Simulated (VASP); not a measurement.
# SrLi2Ta2F7 (P1) in VASP: single point with r2SCAN

Aim: the single point of SrLi2Ta2F7 with r2SCAN.

Everything below comes from runs of VASP 6.6.1. Logs are shortened: lines on timing, memory, paths and dates and some standing lists are left out, and cuts for length are marked.

**1. Starting point**

The typed cell holds 12 atoms: a = 3.958 Å, b = 4.165 Å, c = 10.238 Å, α = 80.29°, β = 74.25°, γ = 89.37°.

The cell was built by a generator and needn't be a form met in nature.

**2. Single point, r2SCAN**

POSCAR

```
SrLi2Ta2F7
1.0
    0.0239994000      3.9540788900     -0.1635921900
    4.1641845500      0.0239994000      0.0818628000
    1.9054909000      2.3659314700     -9.7770828200
Ta F Sr Li
2 7 1 2
Direct
    0.3592090000      0.4147670000      0.2377550000
    0.6433380000      0.6490950000      0.7633300000
    0.3192690000      0.2507060000      0.4439190000
    0.6901560000      0.6889930000      0.5658210000
    0.5521780000      0.1124740000      0.8110220000
    0.1093870000      0.5143810000      0.8146510000
    0.4479020000      0.9426880000      0.1887440000
    0.9154870000      0.3980220000      0.2033180000
    0.5437310000      0.5111520000      0.9881950000
    0.0240180000      0.9650680000      0.0067660000
    0.7512400000      0.2014180000      0.4870730000
    0.2344140000      0.6972530000      0.5021250000
```

INCAR.step1

```
  PREC = Accurate
  ENCUT = 520
  ISMEAR = -5
  SIGMA = 0.1
  LREAL = False
  LASPH = True
  NELM = 100
  LMAXMIX = 4
  NBANDS = 56
  GGA = PE
  ALGO = Normal
  EDIFF = 1E-4
  LWAVE = True
  LCHARG = False
```

INCAR.step2

```
  PREC = Accurate
  ENCUT = 520
  EDIFF = 1E-6
  ISMEAR = -1
  SIGMA = 0.1
  LREAL = False
  LASPH = True
  NELM = 100
  ALGO = Normal
  ISIF = 2
  LWAVE = False
  LCHARG = False
  LMAXMIX = 4
  METAGGA = R2SCAN
  LMIXTAU = True
  LORBIT = 11
  NBANDS = 56
  ISTART = 1
```

KPOINTS

```
Automatic mesh
0
Gamma
  5 5 2
  0.5 0.5 0.5
```

Potentials or basis: VASP PAW PBE potentials, release 64 (Ta_pv, F, Sr_sv, Li_sv).

Launch:

```
> cat potpaw_PBE.64/Ta_pv/POTCAR potpaw_PBE.64/F/POTCAR potpaw_PBE.64/Sr_sv/POTCAR potpaw_PBE.64/Li_sv/POTCAR > POTCAR
> cp INCAR.step1 INCAR
> mpirun -np 1 vasp_std > vasp.out
> cp INCAR.step2 INCAR
> mpirun -np 1 vasp_std > vasp.out
```

OUTCAR:

```text
PREC = Accurate
   ENCUT = 520
   EDIFF = 1E-6
   ISMEAR = -1
   LREAL = False
   LASPH = True
   NELM = 100
   ISIF = 2
   METAGGA = R2SCAN
   LORBIT = 11
   ISTART = 1

 ion  position               nearest neighbor table
   1  0.359  0.415  0.238-   8 1.89   3 2.07   7 2.11   8 2.14   7 2.18   9 2.42  11 3.01  12 3.05
                            10 3.52  10 3.56  10 3.75  10 3.76
   2  0.643  0.649  0.763-   4 1.96   5 2.07   6 2.09   6 2.10   9 2.20   5 2.22  12 3.02  10 3.42
                            10 3.66  10 3.84  10 4.02
   3  0.319  0.251  0.444-  11 1.88  12 2.04   1 2.07  11 2.18
   4  0.690  0.689  0.566-   2 1.96  12 2.07  12 2.08  11 2.14
   5  0.552  0.112  0.811-   2 2.07   2 2.22  10 2.47  10 3.08
   6  0.109  0.514  0.815-   2 2.09   2 2.10  10 2.71  10 2.89
   7  0.448  0.943  0.189-   1 2.11   1 2.18  10 2.51  10 2.82
   8  0.915  0.398  0.203-   1 1.89   1 2.14  10 2.79  10 2.87
   9  0.544  0.511  0.988-   2 2.20   1 2.42  10 2.76  10 2.77  10 2.96  10 3.03
  10  0.024  0.965  0.007-   5 2.47   7 2.51   6 2.71   9 2.76   9 2.77   8 2.79   7 2.82   8 2.87
                             6 2.89   9 2.96   9 3.03   5 3.08   2 3.42   1 3.52   1 3.56   2 3.66
  11  0.751  0.201  0.487-   3 1.88   4 2.14   3 2.18   1 3.01
  12  0.234  0.697  0.502-   3 2.04   4 2.07   4 2.08   2 3.02   1 3.05

  LATTYP: Found a triclinic cell.
 ALAT       =    10.0900734914
 B/A-ratio  =     0.4127877048
 C/A-ratio  =     0.3922205688
 COS(alpha) =     0.0110075448
 COS(beta)  =     0.1212881299
 COS(gamma) =     0.2459905157

  Lattice vectors:

 A1 = (   2.2826930500,   1.6121468200,   9.6953534300)
 A2 = (   4.1641845500,   0.0239994000,   0.0818628000)
 A3 = (   0.0239994000,   3.9540788900,  -0.1635921900)

Analysis of symmetry for initial positions (statically):
=====================================================================
 Subroutine PRICEL returns:
 Original cell was already a primitive cell.

 Routine SETGRP: Setting up the symmetry group for a
 triclinic supercell.

 Subroutine GETGRP returns: Found  1 space group operations
 (whereof  1 operations were pure point group operations)
 out of a pool of  2 trial point group operations.

The static configuration has the point symmetry C_1 .

Analysis of symmetry for dynamics (positions and initial velocities):
=====================================================================
 Subroutine PRICEL returns:
 Original cell was already a primitive cell.

 Routine SETGRP: Setting up the symmetry group for a
 triclinic supercell.

 Subroutine GETGRP returns: Found  1 space group operations
 (whereof  1 operations were pure point group operations)
 out of a pool of  2 trial point group operations.

The dynamic configuration has the point symmetry C_1 .

 Subroutine INISYM returns: Found  1 space group operations
 (whereof  1 operations are pure point group operations),
 and found     1 'primitive' translations

----------------------------------------------------------------------------------------

                                     Primitive cell

  volume of cell :     159.9870

  direct lattice vectors                    reciprocal lattice vectors
     0.023999400  3.954078890 -0.163592190    -0.002677255  0.255455622  0.061295278
     4.164184550  0.023999400  0.081862800     0.239221440  0.000481785  0.046739314
     1.905490900  2.365931470 -9.777082820     0.002047780 -0.004270303 -0.102914257

  length of vectors
     3.957534364  4.165058278 10.238157830     0.262720105  0.243745140  0.103023169

  position of ions in fractional coordinates (direct lattice)
     0.359209000  0.414767000  0.237755000
     0.643338000  0.649095000  0.763330000
     0.319269000  0.250706000  0.443919000
     0.690156000  0.688993000  0.565821000
     0.552178000  0.112474000  0.811022000
     0.109387000  0.514381000  0.814651000
     0.447902000  0.942688000  0.188744000
     0.915487000  0.398022000  0.203318000
     0.543731000  0.511152000  0.988195000
     0.024018000  0.965068000  0.006766000
     0.751240000  0.201418000  0.487073000
     0.234414000  0.697253000  0.502125000

  ion indices of the primitive-cell ions
   primitive index   ion index
                 1           1
                 2           2
[... 39 lines left out ...]
  0.100000  0.100000  0.250000      2.000000
  0.300000  0.100000  0.250000      2.000000
  0.500000  0.100000  0.250000      2.000000
 -0.300000  0.100000  0.250000      2.000000
 -0.100000  0.100000  0.250000      2.000000
  0.100000  0.300000  0.250000      2.000000
[... 16 lines left out ...]
  0.500000 -0.100000  0.250000      2.000000
 -0.300000 -0.100000  0.250000      2.000000
   k-points           NKPTS =     25   k-points in BZ     NKDIM =     25   number of bands    NBANDS=     56
   number of dos      NEDOS =    301   number of ions     NIONS =     12
   total plane-waves  NPLWV =  76800
   dimension x,y,z NGX =    30 NGY =   32 NGZ =   80
   dimension x,y,z NGXF=    60 NGYF=   64 NGZF=  160
   ions per type =               2   7   1   2
   NGX,Y,Z   is equivalent  to a cutoff of  12.60, 12.77, 12.99 a.u.
   NGXF,Y,Z  is equivalent  to a cutoff of  25.20, 25.55, 25.98 a.u.
 SYSTEM =  unknown system
   PREC   = accura    normal or accurate (medium, high low for compatibility)
   ISTART =      1    job   : 0-new  1-cont  2-samecut
   ICHARG =      0    charge: 1-file 2-atom 10-const
   ISPIN  =      1    spin polarized calculation?
   LNONCOLLINEAR =      F non collinear calculations
   LSORBIT =      F    spin-orbit coupling
   LASPH  =      T    aspherical Exc in radial PAW
   ENCUT  =  520.0 eV  38.22 Ry    6.18 a.u.   7.36  7.74 19.04*2*pi/ulx,y,z
   NELM   =    100;   NELMIN=  2; NELMDL=  0     # of ELM steps
   EDIFF  = 0.1E-05   stopping-criterion for ELM
   LREAL  =      F    real-space projection
   EDIFFG = 0.1E-04   stopping-criterion for IOM
   NSW    =      0    number of steps for IOM
   IBRION =     -1    ionic relax: 0-MD 1-quasi-New 2-CG
   NFREE  =      0    steps in history (QN), initial steepest desc. (CG)
   ISIF   =      2    stress and relaxation
   ISYM   =      2    0-nonsym 1-usesym 2-fastsym
   POTIM  = 0.5000    time-step for ionic-motion
   TEBEG  =    0.0;   TEEND  =   0.0 temperature during run
   PSTRESS=    0.0 pullay stress
   NELECT =      87.0000    total number of electrons
   NUPDOWN=      -1.0000    fix difference up-down
   EMIN   =  10.00;   EMAX   =-10.00  energy-range for DOS
   EFERMI =   0.00;   METHOD = LEGACY
   ISMEAR =    -1;   SIGMA  =   0.10  broadening in eV -4-tet -1-fermi 0-gaus
   EFERMI_NEDOS =   21; number of points for ismear=-14 and -15
   IALGO  =     38    algorithm
   IMIX   =      4    mixing-type and parameters
     AMIX     =   0.40;   BMIX     =  1.00
     AMIX_MAG =   1.60;   BMIX_MAG =  1.00
  volume/ion in A,a.u.               =      13.33        89.97
  Fermi-wavevector in a.u.,A,eV,Ry     =   1.336246  2.525139 24.293926  1.785553
  Thomas-Fermi vector in A             =   2.464887
   LORBIT       =     11    0 simple, 1 ext, 2 COOP (PROOUT), +10 PAW based schemes
   METAGGA = R2SCAN    functional components
   LHFCALC =     F    Hartree Fock is set to
   AEXX    =    0.0000 exact exchange contribution
   IVDW    =     0    specifies the selected vdW correction
   LEPSILON=     F    determine dielectric tensor
   LRPA    =     F    only Hartree local field effects (RPA)
 non-spin polarized calculation
  energy-cutoff  :      520.00
  volume of cell :      159.99
 maximum number of plane-waves:      4324
 NGX is ok and might be reduce to    30

 number of electron      87.0000005 magnetization

 Free energy of the ion-electron system (eV)
  ---------------------------------------------------
  ext. energy  EPLUGINS =         0.00000000
  ---------------------------------------------------
  free energy    TOTEN  =      -162.87484344 eV

  energy without entropy =     -162.57266314  energy(sigma->0) =     -162.72375329

 E-fermi :   5.5697     XC(G=0): -10.4996

 val. band max:        5.5694766964   @ k =  -0.1000  -0.1000   0.2500
 cond. band min:       5.5702119080   @ k =   0.1000   0.5000   0.2500
 fundamental gap:      0.0007352116
 Fermi energy:         5.5697438527

 k-point     1 :       0.1000    0.1000    0.2500
  band No.  band energies     occupation
      1     -44.2685      2.00000
      2     -43.9468      2.00000
      3     -34.0499      2.00000
      4     -32.5320      2.00000
      5     -32.3594      2.00000
      6     -32.2123      2.00000
[... 1381 lines left out ...]
     54       8.6859      0.00000
     55       9.0058      0.00000

 [... further k-points ...]

 [bands above 55 left out]

------------------------ aborting loop because EDIFF is reached ----------------------------------------

  FORCE on cell =-STRESS in cart. coord.  units (eV):
  Direction    XX          YY          ZZ          XY          YZ          ZX
  --------------------------------------------------------------------------------------
  -------------------------------------------------------------------------------------
  Total        3.5575875     12.9496765     10.2806832     -0.5636293     -5.5737770     -0.1915153
  in kB       35.6271937    129.6835643    102.9551309     -5.6444233    -55.8181716     -1.9179160
  external PRESSURE =      89.4219630 kB  Pullay stress =       0.0000000 kB

 VOLUME and BASIS-vectors are now :
 -----------------------------------------------------------------------------
  energy-cutoff  :      520.00
  volume of cell :      159.99
      direct lattice vectors                 reciprocal lattice vectors
     0.023999400  3.954078890 -0.163592190    -0.002677255  0.255455622  0.061295278
     4.164184550  0.023999400  0.081862800     0.239221440  0.000481785  0.046739314
     1.905490900  2.365931470 -9.777082820     0.002047780 -0.004270303 -0.102914257

 POSITION                                       TOTAL-FORCE (eV/Angst)
 -----------------------------------------------------------------------------------
      2.18883      1.99281     -2.34936         1.650841      2.266146     -0.479544
      4.17291      4.36537     -7.51525        -0.479254      1.873318     -1.038734
      1.89753      2.31871     -4.37194        -0.695840      0.999765     -1.398893
      3.96382      4.08416     -5.58858        -0.557470     -1.214638      2.490913
      2.02701      4.10488     -8.01055         1.035231      0.256586     -0.868043
      3.69691      2.37228     -7.94070        -0.288882     -0.732330     -0.832202
      4.29593      2.24022     -1.84147        -0.520840      0.077748      0.707533
      2.06683      4.11050     -2.10504        -0.603083     -3.044337      1.780380
      4.02458      4.50022     -9.70877         0.472127     -0.494225     -0.436233
      4.03219      0.13414      0.00892        -0.005032     -0.151296      0.309714
      1.78488      4.12768     -4.86856         0.030360      0.265627     -0.221264
      3.86591      2.13162     -4.89059        -0.038158     -0.102364     -0.013626
 -----------------------------------------------------------------------------------
    total drift:                               -0.045709     -0.060474     -0.035861

  FREE ENERGIE OF THE ION-ELECTRON SYSTEM (eV)
  ---------------------------------------------------
  free  energy   TOTEN  =      -162.8748434425 eV

  energy  without entropy=     -162.5726631420  energy(sigma->0) =     -162.72375329

 total charge

# of ion       s       p       d       tot
------------------------------------------
    1        0.250   6.117   2.557   8.924
    2        0.239   6.127   2.447   8.813
    3        1.744   4.406   0.000   6.150
    4        1.747   4.413   0.000   6.160
    5        1.747   4.407   0.000   6.153
    6        1.748   4.404   0.000   6.152
    7        1.748   4.397   0.000   6.145
    8        1.750   4.433   0.000   6.183
    9        1.745   4.383   0.000   6.127
   10        2.001   5.861   0.202   8.064
   11        2.011   0.013   0.000   2.024
   12        2.010   0.014   0.000   2.024
--------------------------------------------------
tot         18.739  48.974   5.206  72.919
```

Wall time 10 min (1 thread of Intel Xeon 6975P-C (Granite Rapids), shared host); peak memory 0.4 GiB.

Results:

```yaml
Free_energy: -162.8748 eV
Largest_force: 3.578 eV/Å
Band_gap_on_the_k_mesh: none (metal or under the smearing width)
Valence_electrons_inside_the_program's_atomic_spheres: Ta 8.92, 8.81; F 6.15, 6.16, 6.14, 6.18, 6.13; Sr 8.06; Li 2.02
```

Forces in eV/Å, atoms in the order of the input:
```
Ta   1.651  2.266 -0.480
Ta  -0.479  1.873 -1.039
F   -0.696  1.000 -1.399
F   -0.557 -1.215  2.491
F    1.035  0.257 -0.868
F   -0.289 -0.732 -0.832
F   -0.521  0.078  0.708
F   -0.603 -3.044  1.780
F    0.472 -0.494 -0.436
Sr  -0.005 -0.151  0.310
Li   0.030  0.266 -0.221
Li  -0.038 -0.102 -0.014
```

Levels at points of the mesh, in eV from the Fermi level:
```
           k point  band 40  band 41  band 42  band 43  band 44  band 45  band 46  band 47
(0.10, 0.10, 0.25)    -8.51    -1.34    -0.80    -0.45    -0.28     0.04     0.24     0.52
```

Caveat: the cutoff is under 1.25 times the usual one of these potentials, so pressure, stress and relaxed cells hold a basis-set (Pulay) error; the PAW data sets were made with another functional, which shifts forces and pressure a little; an odd number of electrons without spin polarisation forces a metal; a magnetic or distorted state may lie lower.
